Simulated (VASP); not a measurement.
Computed with revPBE GGA, VASP's PBE PAW potentials (set 64) (plane waves; VASP).

The input files of a VASP run:

### KPOINTS
```
K-points
0
gamma
10 10 10
0 0 0
```

POSCAR:
```
BP
3.2597690
  0.0000000000   0.7071067652   0.7071067652
  0.7071067652   0.0000000000   0.7071067652
  0.7071067652   0.7071067652   0.0000000000
B P
1 1
Direct
  0.0000000000   0.0000000000   0.0000000000
  0.2500000000   0.2500000000   0.2500000000
```

**INCAR**
```
SYSTEM = BP
PREC = Accurate
ENCUT = 520
EDIFF = 1E-7
NELM = 100
ALGO = Normal
LREAL = .FALSE.
LASPH = .TRUE.
ISMEAR = 0
SIGMA = 0.05
GGA = RE
LWAVE = .FALSE.
LCHARG = .FALSE.
ISIF = 2
```

POTCAR, in this order: B P (PBE.64 set). Program: vasp_std.

What VASP printed:

File OSZICAR:
```
       N       E                     dE             d eps       ncg     rms          rms(c)
DAV:   1     0.112820699542E+02    0.11282E+02   -0.41580E+03   752   0.904E+02
DAV:   2    -0.126594464439E+02   -0.23942E+02   -0.23244E+02  1216   0.110E+02
DAV:   3    -0.129419392144E+02   -0.28249E+00   -0.28249E+00   920   0.156E+01
DAV:   4    -0.129426493950E+02   -0.71018E-03   -0.71018E-03  1160   0.773E-01
DAV:   5    -0.129426498577E+02   -0.46271E-06   -0.46271E-06   944   0.153E-02    0.728E+00
DAV:   6    -0.124514160450E+02    0.49123E+00   -0.13434E+00   792   0.614E+00    0.407E+00
DAV:   7    -0.123807249051E+02    0.70691E-01   -0.21801E-01  1128   0.283E+00    0.129E+00
DAV:   8    -0.123757021284E+02    0.50228E-02   -0.23840E-02   800   0.112E+00    0.182E-01
DAV:   9    -0.123762694033E+02   -0.56727E-03   -0.73470E-04  1000   0.236E-01    0.784E-02
DAV:  10    -0.123765820230E+02   -0.31262E-03   -0.45736E-04   888   0.172E-01    0.283E-02
DAV:  11    -0.123765987511E+02   -0.16728E-04   -0.32878E-05  1064   0.466E-02    0.230E-02
DAV:  12    -0.123766005841E+02   -0.18331E-05   -0.29267E-06   872   0.148E-02    0.298E-03
DAV:  13    -0.123766006728E+02   -0.88685E-07   -0.48287E-08   912   0.215E-03
   1 F= -.12376601E+02 E0= -.12376601E+02  d E =-.143689E-10
```

File OUTCAR:
```
------------------------ aborting loop because EDIFF is reached ----------------------------------------
  FORCE on cell =-STRESS in cart. coord.  units (eV):
  Direction    XX          YY          ZZ          XY          YZ          ZX
  --------------------------------------------------------------------------------------
  Total       -0.6707336     -0.6707336     -0.6707336     -0.0000000      0.0000000     -0.0000000
  in kB      -43.8748019    -43.8748019    -43.8748019     -0.0000000      0.0000000     -0.0000000
  external PRESSURE =     -43.8748019 kB  Pullay stress =       0.0000000 kB
  volume of cell :       24.49
      direct lattice vectors                 reciprocal lattice vectors
     0.000000000  2.305004713  2.305004713    -0.216919296  0.216919296  0.216919296
     2.305004713  0.000000000  2.305004713     0.216919296 -0.216919296  0.216919296
     2.305004713  2.305004713  0.000000000     0.216919296  0.216919296 -0.216919296
  FREE ENERGIE OF THE ION-ELECTRON SYSTEM (eV)
  ---------------------------------------------------
  free  energy   TOTEN  =       -12.3766006728 eV

  energy  without entropy=      -12.3766006728  energy(sigma->0) =      -12.37660067
```
(Selected blocks of OUTCAR.)

The compound is BP in the zinc blende structure. This cell is one point of a volume scan, at 1.03 of the reference volume.
